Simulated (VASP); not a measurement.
Write the native input for VASP 6.6.1 that does the following.

- Task: single point
- Functional: LDA
- Potentials or basis: VASP PAW LDA potentials, release 64 (Sr_sv, Cu, C, N, O)
- Cutoff: 520 eV
- k mesh: 4 × 4 × 2, shifted
- Occupations: fermi-dirac, width 0.1 eV
- Spin: no spin polarisation
- Dipole correction: no
- Further INCAR settings: ALGO = Normal; EDIFF = 1e-06; NBANDS = 38

The structure of Sr2CuCN2O2 lies in POSCAR:

```
Sr2CuCN2O2
1.0
    3.8198000000     -0.0189000000     -0.0246000000
   -0.0189000000      3.8301000000      0.0479000000
   -0.0524000000      0.1021000000      8.0454000000
Sr Cu C N O
2 1 1 2 2
Direct
    0.4830000000      0.4983000000      0.7134000000
    0.4665000000      0.4969000000      0.2938000000
    0.0164000000      0.0115000000      0.4932000000
    0.0124000000      0.0032000000      0.0095000000
    0.9967000000      0.0073000000      0.8556000000
    0.9837000000      0.9915000000      0.1512000000
    0.0049000000      0.4956000000      0.4943000000
    0.4880000000      0.9944000000      0.5084000000
```

The cell comes from a database or a generator and needn't be the stable form of this composition.

These files were run (other wordings do the same):

INCAR

```
PREC = Accurate ; ENCUT = 520
EDIFF = 1E-6 ; ISMEAR = -1
SIGMA = 0.1 ; LREAL = F
LASPH = T ; NELM = 100
ALGO = Normal ; ISIF = 2
LWAVE = F ; LCHARG = F
GGA = CA ; NBANDS = 38
```

KPOINTS

```
Automatic mesh
0
Gamma
  4 4 2
  0.5 0.5 0.5
```

Potentials or basis: VASP PAW LDA potentials, release 64 (Sr_sv, Cu, C, N, O).

Run with:

```sh
$ cat potpaw_LDA.64/Sr_sv/POTCAR potpaw_LDA.64/Cu/POTCAR potpaw_LDA.64/C/POTCAR potpaw_LDA.64/N/POTCAR potpaw_LDA.64/O/POTCAR > POTCAR
$ mpirun -np 1 vasp_std > vasp.out
```

It gave:

The pressure is 1.3 GPa. The largest force is 9.347 eV/Å and the band gap on the k mesh is none (metal or under the smearing width).

Caveat: the k mesh is coarse (spacing up to 0.41 Å⁻¹), so the values aren't converged; the standard files for N, O and F lose accuracy on very short bonds; an odd number of electrons without spin polarisation forces a metal; a magnetic or distorted state may lie lower; the run has no spin polarisation, though such a crystal can be magnetic; semilocal functionals often make such compounds metallic where correlation or magnetic order opens a gap, which also shifts bond lengths.

Wall time 75 s on 1 thread of Intel(R) Xeon(R) Platinum 8559C (Emerald Rapids) (shared host), peak memory 0.22 GiB.
